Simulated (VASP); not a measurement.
The system is NaCl.

```
Na Cl
1.0
     0.00000    2.81000    2.81000
     2.81000    0.00000    2.81000
     2.81000    2.81000    0.00000
Na Cl
1 1
Direct
  0.00000 0.00000 0.00000
  0.50000 0.50000 0.50000
```

* Program: VASP 6.6.1
* Task: relaxation of cell and atoms
* Functional: LDA
* Potentials or basis: VASP PAW LDA potentials, release 64 (Na_pv, Cl)
* Cutoff: 600 eV
* k mesh: 8 × 8 × 8
* Occupations: gaussian, width 0.03 eV
* Spin: no spin polarisation

At the start: pressure -2.2 GPa; volume 22.19 Å³/atom.

Problem. How do energy, volume and symmetry change on relaxing?

Solution. Over 5 steps the energy falls by 13.2 meV/atom and the volume is 20.44 Å³/atom (-7.9 %); space group Fm-3m (No. 225, to 0.05 Å).

The path:
```
step  energy change (eV)  largest force (eV/Å)  pressure (GPa)  volume (Å³)
   1              0.0000                0.0000           -2.19        44.38
   2             -0.0203                0.0000           -1.24        42.46
   3             -0.0246                0.0000            0.59        39.98
   4             -0.0264                0.0000            0.10        40.74
   5             -0.0264                0.0000           -0.07        40.88
```

Final structure:
```cif
data_structure
_symmetry_space_group_name_H-M 'P 1'
_symmetry_Int_Tables_number 1
_cell_length_a 3.8668
_cell_length_b 3.8668
_cell_length_c 3.8668
_cell_angle_alpha 60.000
_cell_angle_beta 60.000
_cell_angle_gamma 60.000
_cell_volume 40.88
loop_
_atom_site_label
_atom_site_type_symbol
_atom_site_fract_x
_atom_site_fract_y
_atom_site_fract_z
_atom_site_occupancy
Na1 Na 0.00000 0.00000 0.00000 1
Cl1 Cl 0.50000 0.50000 0.50000 1
```
